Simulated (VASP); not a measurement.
Input of a VASP 6.6.1 run:

File INCAR:

```
PREC     = Accurate       # precision mode
ENCUT    = 600            # plane-wave cutoff, eV
EDIFF    = 1E-7           # SCF threshold, eV
ISMEAR   = 0              # smearing method
SIGMA    = 0.01           # smearing width, eV
LREAL    = F              # projectors in reciprocal space
LASPH    = T              # aspherical terms in the spheres
NELM     = 100            # most SCF steps
ALGO     = Fast           # electronic algorithm
ISIF     = 3              # what is computed and relaxed
LWAVE    = F              # write WAVECAR
LCHARG   = F              # write CHGCAR
IBRION   = 2              # ionic algorithm
NSW      = 80             # ionic steps
EDIFFG   = -0.003         # ionic threshold
PSTRESS  = 1300.0
```

The input KPOINTS:

```
Automatic mesh
0
Gamma
  8 8 8
```

Contents of POSCAR:

```
MgO2
1.0
   -1.9742824034      1.9742824034      2.3249314638
    1.9742824034     -1.9742824034      2.3249314638
    1.9742824034      1.9742824034     -2.3249314638
Mg O
2 4
Direct
    0.2500000000      0.2500000000      0.0000000000
    0.7500000000      0.7500000000      0.0000000000
    0.6233525045      0.1233525045      0.7467050089
    0.3766474955      0.8766474955      0.2532949911
    0.1233525045      0.3766474955      0.5000000000
    0.8766474955      0.6233525045      0.5000000000
```

Potentials or basis: VASP PAW LDA potentials, release 64 (Mg, O).

The run is started by

```bash
$ cat potpaw_LDA.64/Mg/POTCAR potpaw_LDA.64/O/POTCAR > POTCAR
$ mpirun -np 1 vasp_std > vasp.out
```

Q: Predict the band gap on the k mesh.

A: 4.01 eV, indirect (least direct gap 5.08 eV).

Q: Estimate the space group after relaxing (to 0.05 Å).

A: I4/mcm (No. 140).

Q: Estimate the relaxed volume.

A: 5.74 Å³/atom.

Final structure:
```yaml
crystal:
  lattice:
    - [-1.94670, 1.94670, 2.27366]
    - [1.94670, -1.94670, 2.27366]
    - [1.94670, 1.94670, -2.27366]
  atoms:
    - { symbol: Mg, position: [0.25000, 0.25000, 0.00000] }
    - { symbol: Mg, position: [0.75000, 0.75000, 0.00000] }
    - { symbol: O, position: [0.62456, 0.12456, 0.74912] }
    - { symbol: O, position: [0.37544, 0.87544, 0.25088] }
    - { symbol: O, position: [0.12456, 0.37544, 0.50000] }
    - { symbol: O, position: [0.87544, 0.62456, 0.50000] }
```

Caveat: the cell is relaxed towards a set pressure, so the enthalpy falls and the energy may rise. A k mesh can miss the band edges.
